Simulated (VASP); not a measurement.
These are PBE GGA, VASP's PBE PAW potentials (set 64) (plane waves; VASP) values and carry that method's errors.

Input for VASP

### KPOINTS
```
Automatic mesh
0
Gamma
6 6 6
0 0 0
```

### INCAR
```
SYSTEM = YP
PREC = Accurate
ENCUT = 300
EDIFF = 1E-6
NELM = 100
ALGO = Normal
LREAL = .FALSE.
LASPH = .TRUE.
ISMEAR = -1
SIGMA = 0.1
GGA = PE
LMAXMIX = 4
LWAVE = .FALSE.
LCHARG = .FALSE.
ISIF = 2
```

File POSCAR:
```
YP
12.80140
 -0.1476883778   0.1476883778   0.5000000000
  0.1476883778  -0.1476883778   0.5000000000
  0.1476883778   0.1476883778  -0.5000000000
Y P
2 2
Direct
  0.7709190000   0.7618730000   0.0306340000
  0.5006430000  -0.0109570000   0.4856530000
  0.1579090000   0.1608480000  -0.0020310000
  0.9025280000   0.4202360000   0.4857450000
```

POTCAR, in this order: Y_sv P (PBE.64 set). Program: vasp_std.

At this cut-off the stress carries a Pulay error, which pulls relaxed volumes low.

**Question.** Predict the energy per atom (σ→0), pressure, largest force, band gap (on the k-mesh).

**Answer.** 
```yaml
energy per atom (σ→0): -7.154 eV/atom
band gap (on the k-mesh): none (metal, semimetal or under 0.01 eV)
pressure: 1.14 GPa
largest_force: 0.781 eV/Å
```

File OSZICAR:
```
...
DAV:   8    -0.286616698385E+02    0.81793E-01   -0.17366E+00  4924   0.548E+00    0.162E+00
DAV:   9    -0.286314514235E+02    0.30218E-01   -0.29552E-01  5088   0.232E+00    0.573E-01
DAV:  10    -0.286295732652E+02    0.18782E-02   -0.11941E-02  6828   0.683E-01    0.426E-01
DAV:  11    -0.286293785030E+02    0.19476E-03   -0.44810E-03  6016   0.313E-01    0.137E-01
DAV:  12    -0.286293850026E+02   -0.64996E-05   -0.25828E-04  5832   0.933E-02    0.324E-02
DAV:  13    -0.286293891236E+02   -0.41210E-05   -0.44370E-05  6032   0.367E-02    0.122E-02
DAV:  14    -0.286293901217E+02   -0.99809E-06   -0.42681E-06  4468   0.126E-02
   1 F= -.28629390E+02 E0= -.28617556E+02  d E =-.236689E-01
```

The structure was generated: YP was put into an ordered model structure, which need not be its known phase. The cell was not relaxed at this level, atoms are displaced from their ideal sites. The k-mesh is coarse (spacing up to 0.39 per Å, 2π included), so the numbers may not be converged in it.
